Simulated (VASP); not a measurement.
Computed with PBEsol GGA, VASP's PBE PAW potentials (set 64) (plane waves; VASP 6.6.1).

VASP input:

**KPOINTS**
```
Automatic mesh
0
Gamma
17 17 17
0 0 0
```

### POSCAR
```
Ir
1.0
  0.0000000000   1.8876085884   1.8876085884
  1.8876085884   0.0000000000   1.8876085884
  1.8876085884   1.8876085884   0.0000000000
Ir
1
Cartesian
  0.0000000000   0.0000000000   0.0000000000
```

**INCAR**
```
! general
SYSTEM =Ir
PREC   =Accurate
ENCUT  =500
LREAL  =F
LASPH  =T

! electronic loop
EDIFF  =1E-6
NELM   =100
ALGO   =Normal
LMAXMIX=6

! smearing
ISMEAR =1
SIGMA  =0.1

! functional
GGA    =PS

! ions
IBRION =2
NSW    =40
ISIF   =3
EDIFFG =-0.02
PSTRESS=300

! output
LWAVE  =F
LCHARG =F
```

POTCAR, in this order: Ir (PBE.64 set). Program: vasp_std.

What VASP printed:

### OSZICAR
```
       N       E                     dE             d eps       ncg     rms          rms(c)
DAV:   1     0.416507181649E+02    0.41651E+02   -0.44488E+03  2712   0.100E+03
DAV:   2    -0.981531847400E+01   -0.51466E+02   -0.49614E+02  2656   0.207E+02
DAV:   3    -0.103901282495E+02   -0.57481E+00   -0.57418E+00  3992   0.297E+01
DAV:   4    -0.103932107089E+02   -0.30825E-02   -0.30824E-02  3296   0.152E+00
DAV:   5    -0.103932281262E+02   -0.17417E-04   -0.17417E-04  4000   0.707E-02    0.181E+01
DAV:   6    -0.989620724835E+01    0.49702E+00   -0.95388E-01  3144   0.137E+01    0.749E+00
DAV:   7    -0.979064512500E+01    0.10556E+00   -0.33565E-01  3504   0.754E+00    0.151E+00
DAV:   8    -0.978476339996E+01    0.58817E-02   -0.18119E-03  2936   0.665E-01    0.670E-01
DAV:   9    -0.978294612223E+01    0.18173E-02   -0.13714E-03  3448   0.644E-01    0.256E-02
DAV:  10    -0.978294690906E+01   -0.78683E-06   -0.55237E-06  3608   0.266E-02
   1 F= -.72642466E+01 E0= -.72642122E+01  d E =-.726425E+01
       N       E                     dE             d eps       ncg     rms          rms(c)
DAV:   1    -0.986992283958E+01   -0.86977E-01   -0.27453E+01  2888   0.885E+01    0.147E+01
DAV:   2    -0.932473318684E+01    0.54519E+00   -0.10573E+00  2952   0.154E+01    0.359E+00
DAV:   3    -0.923262741460E+01    0.92106E-01   -0.30827E-01  3232   0.773E+00    0.747E-01
DAV:   4    -0.923178974817E+01    0.83767E-03   -0.53798E-03  3768   0.589E-01    0.381E-01
DAV:   5    -0.923222058200E+01   -0.43083E-03   -0.13732E-03  3592   0.289E-01    0.171E-02
DAV:   6    -0.923226568595E+01   -0.45104E-04   -0.34033E-05  3656   0.477E-02    0.578E-03
DAV:   7    -0.923226656547E+01   -0.87952E-06   -0.69317E-07  2608   0.764E-03
   2 F= -.70074689E+01 E0= -.70074671E+01  d E =0.256778E+00
       N       E                     dE             d eps       ncg     rms          rms(c)
DAV:   1    -0.102157774532E+02   -0.98351E+00   -0.19526E+01  2912   0.750E+01    0.784E+00
DAV:   2    -0.979800805625E+01    0.41777E+00   -0.10044E+00  2912   0.141E+01    0.413E+00
DAV:   3    -0.974503597922E+01    0.52972E-01   -0.22166E-01  3296   0.610E+00    0.118E+00
DAV:   4    -0.974479296315E+01    0.24302E-03   -0.30276E-03  3560   0.670E-01    0.418E-01
DAV:   5    -0.974495836028E+01   -0.16540E-03   -0.42004E-04  3872   0.167E-01    0.788E-02
DAV:   6    -0.974499353150E+01   -0.35171E-04   -0.16758E-05  3520   0.272E-02    0.919E-03
DAV:   7    -0.974499382577E+01   -0.29427E-06   -0.42417E-07  2040   0.699E-03
   3 F= -.72724925E+01 E0= -.72724639E+01  d E =-.824593E-02
       N       E                     dE             d eps       ncg     rms          rms(c)
DAV:   1    -0.974296528833E+01    0.20282E-02   -0.12990E-03  2904   0.607E-01    0.695E-02
DAV:   2    -0.974293731247E+01    0.27976E-04   -0.66530E-05  3008   0.116E-01    0.243E-02
DAV:   3    -0.974293405871E+01    0.32538E-05   -0.15424E-05  3216   0.515E-02    0.551E-03
DAV:   4    -0.974293430819E+01   -0.24948E-06   -0.33466E-07  1376   0.608E-03
   4 F= -.72725140E+01 E0= -.72724856E+01  d E =-.826746E-02
```

OUTCAR:
```
------------------------ aborting loop because EDIFF is reached ----------------------------------------
  FORCE on cell =-STRESS in cart. coord.  units (eV):
  Direction    XX          YY          ZZ          XY          YZ          ZX
  --------------------------------------------------------------------------------------
  Total        2.4638470      2.4638470      2.4638470      0.0000000      0.0000000      0.0000000
  in kB      299.2017628    299.2017628    299.2017628      0.0000000      0.0000000      0.0000000
  external PRESSURE =      -0.7982372 kB  Pullay stress =     300.0000000 kB
  volume of cell :       13.19
      direct lattice vectors                 reciprocal lattice vectors
     0.000000000  1.875469731  1.875469731    -0.266599877  0.266599877  0.266599877
     1.875469731 -0.000000000  1.875469731     0.266599877 -0.266599877  0.266599877
     1.875469731  1.875469731  0.000000000     0.266599877  0.266599877 -0.266599877
 POSITION                                       TOTAL-FORCE (eV/Angst)
 -----------------------------------------------------------------------------------
      1.87547     -0.00000      1.87547         0.000000      0.000000     -0.000000
 -----------------------------------------------------------------------------------
    total drift:                               -0.000000     -0.000000     -0.000000
  FREE ENERGIE OF THE ION-ELECTRON SYSTEM (eV)
  ---------------------------------------------------
  free  energy   TOTEN  =        -9.7429343082 eV

  energy  without entropy=       -9.7428491880  energy(sigma->0) =       -9.74290593
  enthalpy is  TOTEN    =        -7.2725140185 eV   P V=        2.4704202897

 reached required accuracy - stopping structural energy minimisation
```
(Selected blocks of OUTCAR.)

CONTCAR:
```
Ir
   1.00000000000000
     0.0000000000000000    1.8754697306051988    1.8754697306051988
     1.8754697306051988   -0.0000000000000000    1.8754697306051988
     1.8754697306051988    1.8754697306051988    0.0000000000000000
  Ir
     1
Direct
     0.0000000000000000    1.0000000000000000    0.0000000000000000
```

The compound is Ir in the fcc structure. This run relaxes it under an external pressure of 30 GPa. Symmetry was kept, so distortions that lower it aren't found.
